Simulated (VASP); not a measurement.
Consider the following.

```
CsBH4
1.0
    0.00000     3.52534     3.52534
    3.52534     0.00000     3.52534
    3.52534     3.52534     0.00000
Cs B H
1 1 4
Direct
  0.00000   0.00000   0.00000
  0.50000   0.50000   0.50000
  0.60093   0.60093   0.60093
  0.19722   0.60093   0.60093
  0.60093   0.60093   0.19722
  0.60093   0.19722   0.60093
```

Calculation: LDA (Ceperley-Alder, Perdew-Zunger), VASP's LDA PAW potentials (set 64) (plane waves; VASP). Settings: 520 eV cut-off, 7×7×7 Γ-centred mesh, Gaussian smearing of 0.010 eV, potentials Cs_sv B H.

Task: Give the direction-averaged independent-particle dielectric function (no local fields, no excitons; a broadening of 0.1 eV leaves a tail below the gap, and fine structure carries the noise of the k-mesh).

Result: 
```tsv
ħω (eV)	ε₁	ε₂
0.00	2.85	0.00
0.40	2.85	0.00
0.80	2.87	0.00
1.30	2.89	0.01
1.70	2.92	0.01
2.10	2.96	0.01
2.60	3.02	0.01
3.00	3.08	0.02
3.50	3.19	0.03
3.90	3.31	0.03
4.30	3.47	0.05
4.80	3.80	0.10
5.20	4.14	0.33
5.70	3.90	0.75
6.10	4.25	1.54
6.50	4.67	1.85
7.00	4.30	2.08
7.40	3.81	2.47
7.80	3.17	3.23
8.30	2.78	1.89
8.70	4.16	2.63
9.20	2.60	4.47
9.60	1.48	3.54
10.00	1.62	3.12
10.50	0.70	1.99
10.90	1.34	2.14
11.40	1.37	2.51
11.80	0.62	2.46
12.20	0.90	2.47
12.70	0.81	2.95
13.10	0.99	1.78
13.50	1.56	2.47
14.00	0.65	3.33
14.40	-0.83	3.54
14.90	-0.33	2.54
15.30	-1.32	2.45
15.70	-1.21	1.47
16.20	-0.83	1.21
16.60	-0.63	0.82
17.10	-0.54	0.82
```
ε₂ peaks at 7.9 eV (height 3.8), 9.3 eV (height 4.6), 10.2 eV (height 3.8), 12.7 eV (height 3.0), 14.3 eV (height 4.0); ε₁(0) averages 2.85, so the electronic refractive index below the gap tends to √2.85 = 1.69.

The structure comes from a computed database's CsBH4 entry (F-43m); how it stands against other phases isn't given here. It was relaxed first, which changed the volume by -11 %.
